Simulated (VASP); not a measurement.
# BFH2 in VASP: notebook, part 2 of 2

VASP 6.6.1.

**4. Atomic charges, PBE+TS**

Input file INCAR:

```
SYSTEM = BH2F
PREC     = Accurate       ! precision mode
ENCUT    = 520            ! plane-wave cutoff, eV
EDIFF    = 1E-6           ! SCF threshold, eV
ISMEAR   = 0              ! smearing method
SIGMA    = 0.01           ! smearing width, eV
LREAL    = .FALSE.        ! projectors in reciprocal space
LASPH    = .TRUE.         ! aspherical terms in the spheres
NELM     = 100            ! most SCF steps
ALGO     = Normal         ! electronic algorithm
ISIF     = 2              ! what is computed and relaxed
LWAVE    = .FALSE.        ! write WAVECAR
LCHARG   = .FALSE.        ! write CHGCAR
GGA      = PE             ! functional
IVDW     = 2              ! dispersion correction
LORBIT   = 10             ! projections on sites
```

Input file KPOINTS:

```
regular mesh
0
G
  1 1 1
  0 0 0
```

Input file POSCAR:

```
BH2F
1.0
   12.0000000000      0.0000000000      0.0000000000
    0.0000000000     11.0000000000      0.0000000000
    0.0000000000      0.0000000000     11.0000000000
B F H
1 1 2
Direct
    0.4967791700      0.4906136400      0.5082772700
    0.5874875000      0.4640045500      0.5701590900
    0.4146791700      0.4319681800      0.5280045500
    0.5019041700      0.5718500000      0.4360227300
```

Potentials or basis: VASP PAW PBE potentials, release 64 (B, F, H).

Command:

```sh
$ cat potpaw_PBE.64/B/POTCAR potpaw_PBE.64/F/POTCAR potpaw_PBE.64/H/POTCAR > POTCAR
$ mpirun -np 1 vasp_gam > vasp.out
```

OUTCAR:

```text
SYSTEM = BH2F
   PREC = Accurate
   ENCUT = 520
   EDIFF = 1E-6
   ISMEAR = 0
   LREAL = .FALSE.
   LASPH = .TRUE.
   NELM = 100
   ISIF = 2
   GGA = PE
   IVDW = 2
   LORBIT = 10
  IVDW =   2

 ion  position               nearest neighbor table
   1  0.497  0.491  0.508-   3 1.20   4 1.20   2 1.32
   2  0.587  0.464  0.570-   1 1.32
   3  0.415  0.432  0.528-   1 1.20
   4  0.502  0.572  0.436-   1 1.20

  LATTYP: Found a simple tetragonal cell.
 ALAT       =    11.0000000000
 C/A-ratio  =     1.0909090909

  Lattice vectors:

 A1 = (   0.0000000000,  11.0000000000,   0.0000000000)
 A2 = (   0.0000000000,   0.0000000000,  11.0000000000)
 A3 = (  12.0000000000,   0.0000000000,   0.0000000000)

Analysis of symmetry for initial positions (statically):
=====================================================================
 Subroutine PRICEL returns:
 Original cell was already a primitive cell.

 Routine SETGRP: Setting up the symmetry group for a
 simple tetragonal supercell.

 Subroutine GETGRP returns: Found  1 space group operations
 (whereof  1 operations were pure point group operations)
 out of a pool of 16 trial point group operations.

The static configuration has the point symmetry C_1 .

Analysis of symmetry for dynamics (positions and initial velocities):
=====================================================================
 Subroutine PRICEL returns:
 Original cell was already a primitive cell.

 Routine SETGRP: Setting up the symmetry group for a
 simple tetragonal supercell.

 Subroutine GETGRP returns: Found  1 space group operations
 (whereof  1 operations were pure point group operations)
 out of a pool of 16 trial point group operations.

The dynamic configuration has the point symmetry C_1 .

 Subroutine INISYM returns: Found  1 space group operations
 (whereof  1 operations are pure point group operations),
 and found     1 'primitive' translations

----------------------------------------------------------------------------------------

                                     Primitive cell

  volume of cell :    1452.0000

  direct lattice vectors                    reciprocal lattice vectors
    12.000000000  0.000000000  0.000000000     0.083333333  0.000000000  0.000000000
     0.000000000 11.000000000  0.000000000     0.000000000  0.090909091  0.000000000
     0.000000000  0.000000000 11.000000000     0.000000000  0.000000000  0.090909091

  length of vectors
    12.000000000 11.000000000 11.000000000     0.083333333  0.090909091  0.090909091

  position of ions in fractional coordinates (direct lattice)
     0.496779170  0.490613640  0.508277270
     0.587487500  0.464004550  0.570159090
     0.414679170  0.431968180  0.528004550
     0.501904170  0.571850000  0.436022730

  ion indices of the primitive-cell ions
   primitive index   ion index
                 1           1
                 2           2
                 3           3
                 4           4

----------------------------------------------------------------------------------------

 KPOINTS: regular mesh

Automatic generation of k-mesh.
 Grid dimensions read from file:
 generate k-points for:    1    1    1

 Generating k-lattice:

  Cartesian coordinates                     Fractional coordinates (reciprocal lattice)
     0.083333333  0.000000000  0.000000000     1.000000000  0.000000000  0.000000000
     0.000000000  0.090909091  0.000000000     0.000000000  1.000000000  0.000000000
     0.000000000  0.000000000  0.090909091     0.000000000  0.000000000  1.000000000

  Length of vectors
     0.083333333  0.090909091  0.090909091

  Shift w.r.t. Gamma in fractional coordinates (k-lattice)
     0.000000000  0.000000000  0.000000000

 Subroutine IBZKPT returns following result:
 ===========================================

 Found      1 irreducible k-points:

 Following reciprocal coordinates:
            Coordinates               Weight
  0.000000  0.000000  0.000000      1.000000
   k-points           NKPTS =      1   k-points in BZ     NKDIM =      1   number of bands    NBANDS=     10
   number of dos      NEDOS =    301   number of ions     NIONS =      4
   total plane-waves  NPLWV = 635040
   dimension x,y,z NGX =    90 NGY =   84 NGZ =   84
   dimension x,y,z NGXF=   180 NGYF=  168 NGZF=  168
   ions per type =               1   1   2
   NGX,Y,Z   is equivalent  to a cutoff of  12.47, 12.70, 12.70 a.u.
   NGXF,Y,Z  is equivalent  to a cutoff of  24.94, 25.39, 25.39 a.u.
 SYSTEM =  BH2F
   PREC   = accura    normal or accurate (medium, high low for compatibility)
   ISTART =      0    job   : 0-new  1-cont  2-samecut
   ICHARG =      2    charge: 1-file 2-atom 10-const
   ISPIN  =      1    spin polarized calculation?
   LNONCOLLINEAR =      F non collinear calculations
   LSORBIT =      F    spin-orbit coupling
   LASPH  =      T    aspherical Exc in radial PAW
   ENCUT  =  520.0 eV  38.22 Ry    6.18 a.u.  22.31 20.45 20.45*2*pi/ulx,y,z
   NELM   =    100;   NELMIN=  2; NELMDL= -5     # of ELM steps
   EDIFF  = 0.1E-05   stopping-criterion for ELM
   LREAL  =      F    real-space projection
   EDIFFG = 0.1E-04   stopping-criterion for IOM
   NSW    =      0    number of steps for IOM
   IBRION =     -1    ionic relax: 0-MD 1-quasi-New 2-CG
   NFREE  =      0    steps in history (QN), initial steepest desc. (CG)
   ISIF   =      2    stress and relaxation
   ISYM   =      2    0-nonsym 1-usesym 2-fastsym
   POTIM  = 0.5000    time-step for ionic-motion
   TEBEG  =    0.0;   TEEND  =   0.0 temperature during run
   PSTRESS=    0.0 pullay stress
   NELECT =      12.0000    total number of electrons
   NUPDOWN=      -1.0000    fix difference up-down
   EMIN   =  10.00;   EMAX   =-10.00  energy-range for DOS
   EFERMI =   0.00;   METHOD = LEGACY
   ISMEAR =     0;   SIGMA  =   0.01  broadening in eV -4-tet -1-fermi 0-gaus
   EFERMI_NEDOS =   21; number of points for ismear=-14 and -15
   IALGO  =     38    algorithm
   IMIX   =      4    mixing-type and parameters
     AMIX     =   0.40;   BMIX     =  1.00
     AMIX_MAG =   1.60;   BMIX_MAG =  1.00
  volume/ion in A,a.u.               =     363.00      2449.64
  Fermi-wavevector in a.u.,A,eV,Ry     =   0.330989  0.625478  1.490565  0.109553
  Thomas-Fermi vector in A             =   1.226762
   LORBIT       =     10    0 simple, 1 ext, 2 COOP (PROOUT), +10 PAW based schemes
   GGA     = PE    functional components
   LHFCALC =     F    Hartree Fock is set to
   AEXX    =    0.0000 exact exchange contribution
   IVDW    =     2    specifies the selected vdW correction
   LEPSILON=     F    determine dielectric tensor
   LRPA    =     F    only Hartree local field effects (RPA)
 non-spin polarized calculation
 Gauss-broadening in eV      SIGMA  =   0.01
  energy-cutoff  :      520.00
  volume of cell :     1452.00
 maximum number of plane-waves:     19579
 NGX is ok and might be reduce to    90
   NGX = 45   NGY = 41   NGZ = 41

 number of electron      11.9999998 magnetization

 Free energy of the ion-electron system (eV)
  ---------------------------------------------------
  ext. energy  EPLUGINS =         0.00000000
  ---------------------------------------------------
  free energy    TOTEN  =       -18.35038001 eV

  energy without entropy =      -18.35038001  energy(sigma->0) =      -18.35038001

 E-fermi :  -7.5884     XC(G=0):  -0.5265

 val. band max:       -7.6571278125   @ k =   0.0000   0.0000   0.0000
 cond. band min:      -2.1741110806   @ k =   0.0000   0.0000   0.0000
 fundamental gap:      5.4830167319
 Fermi energy:        -7.5883913370

 k-point     1 :       0.0000    0.0000    0.0000
  band No.  band energies     occupation
      1     -30.6807      2.00000
      2     -13.7182      2.00000
      3     -11.4604      2.00000
      4     -11.1812      2.00000
      5     -10.8545      2.00000
      6      -7.6571      2.00000
      7      -2.1741      0.00000
      8      -0.2493      0.00000
      9       0.4315      0.00000
     10       0.8303      0.00000

------------------------ aborting loop because EDIFF is reached ----------------------------------------

  Hirshfeld charges:
            ion         q(e)
   ------------------------------
      1     B        0.21419110
      2     F       -0.10996140
      3     H       -0.05210457
      4     H       -0.05212513

  Tkatchenko/Scheffler method for vdW energy calculation

  Number of pair interactions contributing to vdW energy:    3565

  Edisp (eV):   -0.00116

  FORCE on cell =-STRESS in cart. coord.  units (eV):
  Direction    XX          YY          ZZ          XY          YZ          ZX
  --------------------------------------------------------------------------------------
  -------------------------------------------------------------------------------------
  Total       0.67844     0.11603     0.25551    -0.08950    -0.20878     0.36820
  in kB       0.74861     0.12803     0.28194    -0.09876    -0.23037     0.40629
  external pressure =        0.39 kB  Pullay stress =        0.00 kB

 VOLUME and BASIS-vectors are now :
 -----------------------------------------------------------------------------
  energy-cutoff  :      520.00
  volume of cell :     1452.00
      direct lattice vectors                 reciprocal lattice vectors
    12.000000000  0.000000000  0.000000000     0.083333333  0.000000000  0.000000000
     0.000000000 11.000000000  0.000000000     0.000000000  0.090909091  0.000000000
     0.000000000  0.000000000 11.000000000     0.000000000  0.000000000  0.090909091

 POSITION                                       TOTAL-FORCE (eV/Angst)
 -----------------------------------------------------------------------------------
      5.96135      5.39675      5.59105        -0.498064      0.135618     -0.313579
      7.04985      5.10405      6.27175         0.596106     -0.161233      0.373689
      4.97615      4.75165      5.80805        -0.114559     -0.083347      0.033023
      6.02285      6.29035      4.79625         0.016517      0.108963     -0.093132
 -----------------------------------------------------------------------------------
    total drift:                               -0.001390     -0.000377     -0.000888

  FREE ENERGIE OF THE ION-ELECTRON SYSTEM (eV)
  ---------------------------------------------------
  free  energy   TOTEN  =       -18.3515383770 eV

  energy  without entropy=      -18.3515383770  energy(sigma->0) =      -18.35153838

 total charge

# of ion       s       p       d       tot
------------------------------------------
    1        0.762   1.254   0.000   2.016
    2        1.746   4.408   0.000   6.154
    3        0.628   0.021   0.000   0.649
    4        0.628   0.021   0.000   0.649
--------------------------------------------------
tot          3.764   5.703   0.000   9.467
```

It took 69 s on 1 thread of Intel Xeon 6975P-C (Granite Rapids), shared host; peak memory 1.1 GiB.

What came out:

```
Free energy                                           : -18.3515 eV
Largest force                                         : 0.722 eV/Å
Gap between the frontier levels                       : 5.48 eV
Valence electrons inside the program's atomic spheres : B 2.02; F 6.15; H 0.65
Hirshfeld charges                                     : B +0.21; F -0.11; H -0.05 e
Dispersion energy per atom                            : 0.000 eV
```

Forces on the atoms (eV/Å):
```
B   -0.498  0.136 -0.314
F    0.596 -0.161  0.374
H   -0.115 -0.083  0.033
H    0.017  0.109 -0.093
```

**5. Electron localisation function, PBE**

Input file INCAR:

```
SYSTEM = BH2F
PREC = Accurate
ENCUT = 520
EDIFF = 1E-6
ISMEAR = 0
SIGMA = 0.01
LREAL = .FALSE.
LASPH = .TRUE.
NELM = 80
ALGO = Normal
ISIF = 2
LWAVE = .FALSE.
LCHARG = .TRUE.
GGA = PE
LELF = .TRUE.
```

KPOINTS is that of step 4.

POSCAR is that of step 4.

Potentials or basis: VASP PAW PBE potentials, release 64 (B, F, H).

Command:

```sh
$ cat potpaw_PBE.64/B/POTCAR potpaw_PBE.64/F/POTCAR potpaw_PBE.64/H/POTCAR > POTCAR
$ mpirun -np 1 vasp_gam > vasp.out
```

OUTCAR:

```text
SYSTEM = BH2F
   PREC = Accurate
   ENCUT = 520
   EDIFF = 1E-6
   ISMEAR = 0
   LREAL = .FALSE.
   LASPH = .TRUE.
   NELM = 80
   ISIF = 2
   GGA = PE

 ion  position               nearest neighbor table
   1  0.497  0.491  0.508-   3 1.20   4 1.20   2 1.32
   2  0.587  0.464  0.570-   1 1.32
   3  0.415  0.432  0.528-   1 1.20
   4  0.502  0.572  0.436-   1 1.20

  LATTYP: Found a simple tetragonal cell.
 ALAT       =    11.0000000000
 C/A-ratio  =     1.0909090909

  Lattice vectors:
[... 182 lines left out ...]

  FORCE on cell =-STRESS in cart. coord.  units (eV):
  Direction    XX          YY          ZZ          XY          YZ          ZX
  --------------------------------------------------------------------------------------
  -------------------------------------------------------------------------------------
  Total        0.6747356      0.1136223      0.2536972     -0.0905278     -0.2065847      0.3676228
  in kB        0.7445221      0.1253740      0.2799366     -0.0998909     -0.2279513      0.4056452
  external PRESSURE =       0.3832776 kB  Pullay stress =       0.0000000 kB

 VOLUME and BASIS-vectors are now :
 -----------------------------------------------------------------------------
  energy-cutoff  :      520.00
  volume of cell :     1452.00
      direct lattice vectors                 reciprocal lattice vectors
    12.000000000  0.000000000  0.000000000     0.083333333  0.000000000  0.000000000
     0.000000000 11.000000000  0.000000000     0.000000000  0.090909091  0.000000000
     0.000000000  0.000000000 11.000000000     0.000000000  0.000000000  0.090909091

 POSITION                                       TOTAL-FORCE (eV/Angst)
 -----------------------------------------------------------------------------------
      5.96135      5.39675      5.59105        -0.498055      0.135616     -0.313573
      7.04985      5.10405      6.27175         0.594302     -0.160748      0.372558
      4.97615      4.75165      5.80805        -0.112505     -0.081888      0.032467
      6.02285      6.29035      4.79625         0.016258      0.107020     -0.091452
 -----------------------------------------------------------------------------------
    total drift:                               -0.001390     -0.000377     -0.000888

  FREE ENERGIE OF THE ION-ELECTRON SYSTEM (eV)
  ---------------------------------------------------
  free  energy   TOTEN  =       -18.3503800094 eV

  energy  without entropy=      -18.3503800094  energy(sigma->0) =      -18.35038001
```

OSZICAR:

```text
N       E                     dE             d eps       ncg     rms          rms(c)
DAV:   1     0.112127701646E+03    0.11213E+03   -0.29120E+03    28   0.633E+02
DAV:   2     0.373833017261E+01   -0.10839E+03   -0.10774E+03    38   0.137E+02
DAV:   3    -0.195167158825E+02   -0.23255E+02   -0.23246E+02    32   0.967E+01
[... 14 lines left out ...]
DAV:  18    -0.183503624349E+02   -0.34518E-04   -0.10082E-06    24   0.580E-03    0.916E-04
DAV:  19    -0.183503753746E+02   -0.12940E-04   -0.58566E-07    24   0.420E-03    0.314E-04
DAV:  20    -0.183503783209E+02   -0.29463E-05   -0.63805E-08    24   0.180E-03    0.305E-04
DAV:  21    -0.183503794561E+02   -0.11352E-05   -0.14073E-08    24   0.105E-03    0.553E-05
DAV:  22    -0.183503800094E+02   -0.55329E-06   -0.38523E-09    24   0.448E-04
   1 F= -.18350380E+02 E0= -.18350380E+02  d E =-.170726E-22
```

stdout:

```text
POSCAR found type information on POSCAR B F H
 POSCAR found :  3 types and       4 ions
 scaLAPACK will be used
 LDA part: xc-table for (Slater+PW92), standard interpolation
 POSCAR, INCAR and KPOINTS ok, starting setup
 FFT: planning ... GRIDC
 FFT: planning ... GRID_SOFT
 FFT: planning ... GRID
 WAVECAR not read
 entering main loop
```

It took 67 s on 1 thread of Intel Xeon 6975P-C (Granite Rapids), shared host; peak memory 1.1 GiB.

What came out:

- Free energy: -18.3504 eV
- Largest force: 0.720 eV/Å
- Gap between the frontier levels: 5.48 eV

Forces in eV/Å, atoms in the order of the input:
```
B   -0.498  0.136 -0.314
F    0.594 -0.161  0.373
H   -0.113 -0.082  0.032
H    0.016  0.107 -0.091
```

Levels at points of the mesh, in eV from the valence-band top:
| k point | band 4 | band 5 | band 6 | band 7 | band 8 | band 9 |
| --- | --- | --- | --- | --- | --- | --- |
| (0.00, 0.00, 0.00) | -3.52 | -3.20 | 0.00 | 5.48 | 7.41 | 8.09 |

**6. Single point, B3LYP+D4**

POSCAR is that of step 5.

Input file INCAR.step1:

```
PREC = Accurate
ENCUT = 520
EDIFF = 1E-5
ISMEAR = 0
SIGMA = 0.01
LREAL = False
LASPH = True
NELM = 100
ALGO = Normal
ISIF = 2
LWAVE = True
LCHARG = False
GGA = PE
```

Input file INCAR.step2:

```
PREC = Accurate
ENCUT = 520
EDIFF = 1E-6
ISMEAR = 0
SIGMA = 0.01
LREAL = False
LASPH = True
NELM = 100
ALGO = Normal
ISIF = 2
LWAVE = False
LCHARG = False
GGA = B3
LHFCALC = True
AEXX = 0.2
AGGAX = 0.72
AGGAC = 0.81
ALDAC = 0.19
PRECFOCK = Fast
IVDW = 13
ISTART = 1
```

Input file KPOINTS:

```
regular mesh
0
Gamma
  1 1 1
```

Potentials or basis: VASP PAW PBE potentials, release 64 (B, F, H).

Command:

```sh
$ cat potpaw_PBE.64/B/POTCAR potpaw_PBE.64/F/POTCAR potpaw_PBE.64/H/POTCAR > POTCAR
$ cp INCAR.step1 INCAR
$ mpirun -np 1 vasp_gam > vasp.out
$ cp INCAR.step2 INCAR
$ mpirun -np 1 vasp_gam > vasp.out
```

Run time: 4.5 min. Hardware: 1 thread of Intel Xeon 6975P-C (Granite Rapids), shared host; peak memory 1.1 GiB.

The run converged. Its results:

| Quantity | Value |
| --- | --- |
| Free energy | -22.0218 eV |
| Largest force | 0.447 eV/Å |
| Gap between the frontier levels | 7.66 eV |
| Dispersion energy per atom | -0.009 eV |

Forces in eV/Å, atoms in the order of the input:
```
B   -0.369  0.102 -0.231
F    0.255 -0.068  0.169
H    0.125  0.076 -0.033
H   -0.011 -0.110  0.095
```

Levels at points of the mesh, in eV from the valence-band top:
```csv
k point,band 4,band 5,band 6,band 7,band 8,band 9
"(0.00, 0.00, 0.00)",-3.73,-3.28,0.00,7.66,8.96,9.74
```

Caveat: the PAW data sets were made with another functional, which shifts forces and pressure a little.

**7. For comparison**

An earlier run on the cell as given: functional PBE; potentials or basis VASP PAW PBE potentials, release 64 (B, F, H); cutoff 520 eV; k mesh 1 × 1 × 1; occupations gaussian, width 0.01 eV; no spin polarisation.

- Largest force: 0.720 eV/Å
- Gap between the frontier levels: 5.48 eV

**8. Summary**

```tsv
task	level	cell	grid for exact exchange (PRECFOCK)	exchange at q = 0	gap on the mesh (eV)	largest force (eV/Å)
single point	PBE	atoms moved at random, drawn with an rms of 0.05 Å	-	-	5.47	1.82
relaxation of the atoms	PBE	atoms relaxed from: atoms moved at random, drawn with an rms of 0.02 Å	-	-	5.46	0.01
atomic charges	PBE+TS	as given	-	-	5.48	0.72
electron localisation function	PBE	as given	-	-	5.48	0.72
single point	B3LYP+D4	as given	Fast	default	7.66	0.45
single point	PBE	as given	-	-	5.48	0.72
```

Alike in all rows: potentials or basis VASP PAW PBE potentials, release 64 (B, F, H); no spin polarisation; k mesh 1 × 1 × 1; cutoff (eV) 520; smearing gaussian 0.01 eV.

On the cell as given the gap runs from 5.48 eV (PBE+TS) to 7.66 eV (B3LYP+D4).

Caveats: the PAW data sets were made with another functional, which shifts forces and pressure a little (some runs).

Absolute energies hang on the potentials; compare differences alone.
